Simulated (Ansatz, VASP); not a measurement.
# AlN in two plane-wave programs

One calculation is typed for both programs; each brings its own data sets. How far apart do they land? The cell is taken from a series of runs on this material, whose earlier steps may have relaxed, scaled, displaced or heated it; both programs get it as it stands. Other levels of theory on this material are compared in a session of their own.

Main program and level: Ansatz 0.2.0; plane waves, with VASP 6.6.1 beside it; relaxation of cell and atoms at PBE.

## 1. Set-up

The structure is hexagonal, space group P6_3mc (No. 186). Conventional cell: a = 3.130 Å, b = 3.130 Å, c = 5.017 Å, α = 90.00°, β = 90.00°, γ = 120.00°. Nearest to N lie 4 Al at 1.90 to 1.91 Å. Al has 4 N at 1.90 to 1.91 Å nearest. Farther neighbours and most contacts between anions are not listed.

Coordinates:

```cif
data_structure
_symmetry_space_group_name_H-M 'P 1'
_symmetry_Int_Tables_number 1
_cell_length_a 3.1298
_cell_length_b 3.1298
_cell_length_c 5.0173
_cell_angle_alpha 90.000
_cell_angle_beta 90.000
_cell_angle_gamma 120.000
_cell_volume 42.56
loop_
_atom_site_label
_atom_site_type_symbol
_atom_site_fract_x
_atom_site_fract_y
_atom_site_fract_z
_atom_site_occupancy
N1 N 0.33333 0.66667 0.38077 1
N2 N 0.66667 0.33333 0.88077 1
Al3 Al 0.33333 0.66667 0.99923 1
Al4 Al 0.66667 0.33333 0.49923 1
```

## 2. VASP: relaxation of cell and atoms, PBE

The relaxed volume is the usual yardstick between codes: in a stiff, nearly cubic crystal its relative difference is about their pressure difference at one cell divided by the bulk modulus.

Lines of VASP's logs that name or quote its potential files are left out, and so is its time.

Input file INCAR:

```
SYSTEM = AlN
PREC = Accurate
ENCUT = 600
EDIFF = 1E-07
NELM = 120
ISMEAR = 0
SIGMA = 0.01
LREAL = .FALSE.
ALGO = Normal
GGA = PE
NBANDS = 14
LORBIT = 11
LWAVE = .FALSE.
LCHARG = .FALSE.
ISIF = 3
IBRION = 2
NSW = 80
EDIFFG = -0.005
LASPH = .TRUE.
GGA_COMPAT = .FALSE.
NELMIN = 4
EFERMI = MIDGAP
```

Input file POSCAR:

```
AlN
1.0
    3.1297710000      0.0000000000      0.0000000000
   -1.5648860000      2.7104620000      0.0000000000
    0.0000000000      0.0000000000      5.0173190000
N Al
2 2
Direct
    0.3333333169      0.6666664207      0.3807708858
    0.6666668182      0.3333332104      0.8807709855
    0.3333333169      0.6666664207      0.9992290703
    0.6666668182      0.3333332104      0.4992289707
```

Input file KPOINTS:

```
Automatic mesh
0
Gamma
9 9 6
0 0 0
```

The projector-augmented-wave data sets are N and Al (PBE family, release 64).

The run is started by

```sh
$ mpirun -np 1 vasp_std
```

Numbers of over 12 decimals in the logs are rounded to 6 here.

Log:

```text
[banner, memory and clock lines left out]
running    1 mpi-ranks, on    1 nodes
 distrk:  each k-point on    1 cores,    1 groups
 distr:  one band on    1 cores,    1 groups

 POSCAR found type information on POSCAR N Al
 POSCAR found :  2 types and       4 ions
 LDA part: xc-table for (Slater+PW92), standard interpolation
 POSCAR, INCAR and KPOINTS ok, starting setup
 FFT: planning ... GRIDC
 FFT: planning ... GRID_SOFT
 FFT: planning ... GRID
 WAVECAR not read
 entering main loop
       N       E                     dE             d eps       ncg     rms          rms(c)
DAV:   1     0.528551452176E+02    0.52855E+02   -0.80093E+03  1344   0.114E+03
DAV:   2    -0.299286931303E+02   -0.82784E+02   -0.74729E+02  1874   0.225E+02
DAV:   3    -0.344276997205E+02   -0.44990E+01   -0.44778E+01  1830   0.552E+01
DAV:   4    -0.344616149831E+02   -0.33915E-01   -0.33910E-01  1512   0.535E+00
DAV:   5    -0.344620483699E+02   -0.43339E-03   -0.43337E-03  1824   0.600E-01    0.120E+01
DAV:   6    -0.297576536179E+02    0.47044E+01   -0.13190E+01  1716   0.283E+01    0.414E+00
DAV:   7    -0.297957308169E+02   -0.38077E-01   -0.81279E-01  1488   0.649E+00    0.289E+00
DAV:   8    -0.297894011595E+02    0.63297E-02   -0.80450E-02  1560   0.288E+00    0.561E-01
DAV:   9    -0.297830110325E+02    0.63901E-02   -0.20518E-02  1800   0.106E+00    0.252E-01
DAV:  10    -0.297837005540E+02   -0.68952E-03   -0.30946E-03  1566   0.395E-01    0.158E-01
DAV:  11    -0.297835616011E+02    0.13895E-03   -0.35789E-04  1716   0.152E-01    0.366E-02
DAV:  12    -0.297835646450E+02   -0.30439E-05   -0.16805E-05  1590   0.370E-02    0.919E-03
DAV:  13    -0.297835645582E+02    0.86809E-07   -0.80559E-06  1734   0.231E-02    0.647E-03
DAV:  14    -0.297835645287E+02    0.29442E-07   -0.52723E-07  1704   0.638E-03
   1 F= -.29783565E+02 E0= -.29783565E+02  d E =-.297836E+02
 curvature:   0.00 expect dE= 0.000E+00 dE for cont linesearch  0.000E+00
 trial: gam= 0.00000 g(F)=  0.927E-07 g(S)=  0.232E-03 ort = 0.000E+00 (trialstep = 0.100E+01)
 search vector abs. value=  0.232E-03
 bond charge predicted
       N       E                     dE             d eps       ncg     rms          rms(c)
DAV:   1    -0.297839675572E+02   -0.40300E-03   -0.76878E-03  1548   0.746E-01    0.132E-01
DAV:   2    -0.297835937861E+02    0.37377E-03   -0.10309E-03  1524   0.247E-01    0.316E-02
DAV:   3    -0.297835922490E+02    0.15371E-05   -0.65142E-05  1650   0.665E-02    0.114E-02
DAV:   4    -0.297835905709E+02    0.16780E-05   -0.19317E-06  1650   0.127E-02    0.608E-03
DAV:   5    -0.297835904986E+02    0.72312E-07   -0.45510E-07  1650   0.549E-03
   2 F= -.29783590E+02 E0= -.29783590E+02  d E =-.259699E-04
 trial-energy change:   -0.000026  1 .order   -0.000018   -0.000232    0.000197
 step:   0.5697(harm=  0.5409)  dis= 0.00002  next Energy=   -29.783632 (dE=-0.677E-04)
 bond charge predicted
       N       E                     dE             d eps       ncg     rms          rms(c)
DAV:   1    -0.297837049289E+02   -0.11436E-03   -0.14092E-03  1518   0.319E-01    0.569E-02
DAV:   2    -0.297836344039E+02    0.70525E-04   -0.19197E-04  1548   0.107E-01    0.135E-02
DAV:   3    -0.297836336718E+02    0.73209E-06   -0.12051E-05  1626   0.286E-02    0.499E-03
DAV:   4    -0.297836330775E+02    0.59424E-06   -0.35559E-07  1668   0.545E-03    0.266E-03
DAV:   5    -0.297836327544E+02    0.32317E-06   -0.76750E-08  1014   0.235E-03    0.752E-04
DAV:   6    -0.297836327086E+02    0.45768E-07   -0.72381E-09   870   0.751E-04
   3 F= -.29783633E+02 E0= -.29783633E+02  d E =-.681799E-04
 curvature:  -0.27 expect dE=-0.731E-07 dE for cont linesearch -0.506E-07
 trial: gam= 0.00000 g(F)=  0.779E-07 g(S)=  0.193E-06 ort =-0.660E-05 (trialstep = 0.914E+00)
 search vector abs. value=  0.272E-06
 reached required accuracy - stopping structural energy minimisation
```

From OUTCAR (step 2):

```text
ion  position               nearest neighbor table
   1  0.333  0.667  0.381-   4 1.90   4 1.90   4 1.90   3 1.91
   2  0.667  0.333  0.881-   3 1.90   3 1.90   3 1.90   4 1.91
   3  0.333  0.667  0.999-   2 1.90   2 1.90   2 1.90   1 1.91   4 3.09   4 3.09   4 3.09   4 3.09
                             4 3.09   4 3.09
   4  0.667  0.333  0.499-   1 1.90   1 1.90   1 1.90   2 1.91   3 3.09   3 3.09   3 3.09   3 3.09
                             3 3.09   3 3.09

  LATTYP: Found a hexagonal cell.
 ALAT       =     3.1297710000
 C/A-ratio  =     1.6030946034

 Subroutine GETGRP returns: Found 12 space group operations
 (whereof  6 operations were pure point group operations)

The static configuration has the point symmetry C_3v.
 The point group associated with its full space group is C_6v.

 Found     48 irreducible k-points:

   k-points           NKPTS =     48   k-points in BZ     NKDIM =     48   number of bands    NBANDS=     14

   dimension x,y,z NGX =    28 NGY =   28 NGZ =   40
   dimension x,y,z NGXF=    56 NGYF=   56 NGZF=   80

   ENCUT  =  600.0 eV  44.10 Ry    6.64 a.u.   6.25  6.25 10.02*2*pi/ulx,y,z

   NELECT =      16.0000    total number of electrons

 k-points in reciprocal lattice and weights: Automatic mesh
   0.00000000  0.00000000  0.00000000       0.002
   0.11111111  0.00000000  0.00000000       0.012
   0.22222222  0.00000000  0.00000000       0.012
   0.33333333  0.00000000  0.00000000       0.012
   0.44444444  0.00000000  0.00000000       0.012
   0.11111111  0.11111111  0.00000000       0.012
   0.22222222  0.11111111  0.00000000       0.025
   0.33333333  0.11111111  0.00000000       0.025
   0.44444444  0.11111111  0.00000000       0.012
[...]
0.33333333  0.22222222  0.50000000       0.025
   0.33333333  0.33333333  0.50000000       0.004

 average (electrostatic) potential at core
       1 -60.1219       2 -60.1218       3 -71.8995       4 -71.8995

 E-fermi :   8.0144

 k-point     1 :       0.0000    0.0000    0.0000
  band No.  band energies     occupation
    ...
      4       5.1380      2.00000
      5       5.1380      2.00000
      6       5.7810      2.00000
      7       5.7810      2.00000
      8       5.9837      2.00000
      9      10.0452      0.00000
     10      12.5109      0.00000
     11      16.4563      0.00000
     12      17.0263      0.00000
     13      17.0263      0.00000
    ...

 k-point     2 :       0.1111    0.0000    0.0000
  band No.  band energies     occupation
    ...
      4       4.4404      2.00000
      5       4.9440      2.00000
      6       5.1007      2.00000
      7       5.7518      2.00000
      8       5.9138      2.00000
      9      10.7360      0.00000
     10      13.1185      0.00000
     11      15.8298      0.00000
     12      16.1123      0.00000
     13      17.4662      0.00000
    ...

 k-point     3 :       0.2222    0.0000    0.0000
  band No.  band energies     occupation
    ...
      4       2.9563      2.00000
      5       3.8536      2.00000
      6       4.5437      2.00000
      7       5.6209      2.00000
      8       5.6561      2.00000
      9      11.8613      0.00000
     10      13.6523      0.00000
     11      14.2987      0.00000
     12      15.6946      0.00000
     13      17.6633      0.00000
    ...

  Total        0.0025221      0.0025221      0.0018224     -0.0000000      0.0000000     -0.0000000
  in kB        0.0950963      0.0950963      0.0687149     -0.0000000      0.0000000     -0.0000000
  external PRESSURE =       0.0863025 kB  Pullay stress =       0.0000000 kB

  energy-cutoff  :      600.00
  volume of cell :       42.49
      direct lattice vectors                 reciprocal lattice vectors
     3.127960245  0.000000000  0.000000000     0.319697158  0.184577244  0.000000000
    -1.563980622  2.708893838 -0.000000000    -0.000000000  0.369154371 -0.000000000
    -0.000000000  0.000000000  5.014864184    -0.000000000  0.000000000  0.199407195

 POSITION                                       TOTAL-FORCE (eV/Angst)
 -----------------------------------------------------------------------------------
      0.00000      1.80593      1.90950        -0.000000      0.000000     -0.000635
      1.56398      0.90296      4.41693         0.000000     -0.000000     -0.000635
      0.00000      1.80593      5.01102        -0.000000     -0.000000      0.000635
      1.56398      0.90296      2.50358        -0.000000      0.000000      0.000635
 -----------------------------------------------------------------------------------
    total drift:                               -0.000538      0.000617      0.000615

  FREE ENERGIE OF THE ION-ELECTRON SYSTEM (eV)
  ---------------------------------------------------
  free  energy   TOTEN  =       -29.7836327086 eV

  energy  without entropy=      -29.7836327086  energy(sigma->0) =      -29.78363271

 reached required accuracy - stopping structural energy minimisation

 total charge
# of ion       s       p       d       tot
------------------------------------------
    1        1.219   2.619   0.000   3.838
    2        1.219   2.619   0.000   3.838
    3        0.366   0.432   0.000   0.798
    4        0.366   0.432   0.000   0.798
--------------------------------------------------
tot          3.170   6.101   0.000   9.271

[... 3 further parts left out ...]
```

The run keeps the 12 symmetry operations of its start, so it cannot find a distortion of lower symmetry.

[end of part 1 of 2]

[Lines on the potential files, build, host, timing and source positions are cut from VASP's logs without a mark.]

[Logs are printed without paths, hosts, clocks, repeated set-up lines and the standing remarks that a program may print on its own settings, such as how far it seeks lower states.]

[Hosts, paths, dates, database ids (printed as entryN), source tags and the programs' standing remarks are cut or masked in the printed files.]
